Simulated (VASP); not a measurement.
Input:

```
SrVO3
1.0
    3.84870     0.00000     0.00000
    0.00000     3.84870     0.00000
    0.00000     0.00000     3.84870
Sr V O
1 1 3
Direct
  0.00000   0.00000   0.00000
  0.50000   0.50000   0.50000
  0.50000   0.00000   0.50000
  0.00000   0.50000   0.50000
  0.50000   0.50000   0.00000
```

Calculation: optB88-vdW, VASP's PBE PAW potentials (set 64) (plane waves; VASP). Run with 520 eV cut-off, 9×9×9 Γ-centred mesh, tetrahedra with Blöchl corrections, potentials Sr_sv V_sv O.

The cores are frozen, which limits the accuracy of field gradients.

Task: Give the principal components of the electric field gradient (V/Å²) and the asymmetry η at each nucleus.

Result: 
```tsv
atom	Vxx	Vyy	Vzz	η
Sr1	0.0	0.0	0.0	-
V2	0.0	0.0	0.0	-
O3	-14.7	-14.7	29.3	0.00
O4	-14.7	-14.7	29.3	0.00
O5	-14.7	-14.7	29.3	0.00
```

The compound is SrVO3 in the cubic perovskite structure. It was relaxed first. The run is not spin-polarised, so no magnetic state was tried.
